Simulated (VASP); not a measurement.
OSZICAR of a VASP run on Sn$_{2}$Si$_{6}$ (ordered alloy cell):

File OSZICAR:
```
       N       E                     dE             d eps       ncg     rms          rms(c)
DAV:   1     0.351495435602E+03    0.35150E+03   -0.19577E+04  5236   0.156E+03
DAV:   2     0.491587390266E+01   -0.34658E+03   -0.33904E+03  5316   0.393E+02
DAV:   3    -0.403953014308E+02   -0.45311E+02   -0.44636E+02  6340   0.138E+02
DAV:   4    -0.423248154086E+02   -0.19295E+01   -0.19177E+01  6341   0.303E+01
DAV:   5    -0.423924011554E+02   -0.67586E-01   -0.67094E-01  7762   0.572E+00    0.882E+00
DAV:   6    -0.418571600371E+02    0.53524E+00   -0.40049E-01  6355   0.393E+00    0.517E+00
DAV:   7    -0.416384600487E+02    0.21870E+00   -0.58192E-01  6220   0.392E+00    0.452E-01
DAV:   8    -0.416380396932E+02    0.42036E-03   -0.54057E-02  6184   0.177E+00    0.328E-01
DAV:   9    -0.416385637952E+02   -0.52410E-03   -0.50076E-03  7082   0.347E-01    0.156E-01
DAV:  10    -0.416386607224E+02   -0.96927E-04   -0.33849E-04  7410   0.108E-01    0.649E-02
DAV:  11    -0.416387375830E+02   -0.76861E-04   -0.12998E-04  6304   0.726E-02    0.143E-02
DAV:  12    -0.416387371776E+02    0.40533E-06   -0.18429E-05  6367   0.326E-02    0.101E-02
DAV:  13    -0.416387344136E+02    0.27640E-05   -0.35861E-06  5862   0.948E-03    0.285E-03
DAV:  14    -0.416387354305E+02   -0.10169E-05   -0.27327E-07  4936   0.368E-03    0.841E-04
DAV:  15    -0.416387359673E+02   -0.53676E-06   -0.65487E-08  4130   0.189E-03    0.174E-04
DAV:  16    -0.416387360595E+02   -0.92276E-07   -0.99690E-09  4102   0.738E-04
   1 F= -.41638736E+02 E0= -.41638736E+02  d E =0.000000E+00
```

Task: Which electronic solver shows in the log?

Result: It is blocked Davidson (ALGO = Normal, or the opening steps of other solvers). The INCAR had ALGO = Normal.

Task: Can the final energy be trusted as converged?

Result: Self-consistency was reached. It stopped with EDIFF = 1E-7, NELM = 100 (PBEsol GGA, plane waves, VASP's PBE PAW potentials (set 64)).

The structure was generated: Sn2Si6 was put into an ordered model structure (Cmcm), which need not be its known phase. It was relaxed first.
